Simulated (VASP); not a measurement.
Data:

```yaml
crystal:
  lattice:
    - [0.00000, 3.54819, 3.54819]
    - [3.54819, 0.00000, 3.54819]
    - [3.54819, 3.54819, 0.00000]
  atoms:
    - { symbol: K, position: [0.00000, 0.00000, 0.00000] }
    - { symbol: I, position: [0.50000, 0.50000, 0.50000] }
```

The numbers are results of r2SCAN meta-GGA, VASP's PBE PAW potentials (set 64) (plane waves; VASP), not measurements. Numerical set-up: 480 eV cut-off, 6×6×6 Γ-centred mesh, Gaussian smearing of 0.050 eV, potentials K_sv I.

Unless said otherwise, spin-orbit coupling is left out, though it shifts the bands of the heavy elements here.

Each row applies one change to this cell, which was relaxed at other settings and keeps the small stress of the first row; at a fixed cut-off the stress holds a Pulay part, so it need not integrate to ΔE exactly. Stress is in GPa, positive when the cell is compressed; gaps are those on the k-mesh, and 0.00 means metallic.

```csv
change,ΔE (meV/atom),σxx,σyy,σzz,"largest shear component, with its sign (GPa)",gap (eV)
none,0.0,-0.02,-0.02,-0.02,0.00,4.57
shear strain γ_xz = +3.0 %,0.5,-0.02,-0.02,-0.02,-0.12,4.53
biaxial strain of -3.0 % in the xy plane,9.8,1.26,1.26,0.20,0.00,4.73
uniaxial strain of +4.0 % along z,5.6,-0.14,-0.14,-0.93,0.00,4.47
shear strain γ_xz = -1.5 %,0.1,-0.01,-0.01,-0.01,0.06,4.55
```

Failed runs are left out, and for metals the shear rows, which the mesh's noise covers.

The compound is KI in the rock salt structure.
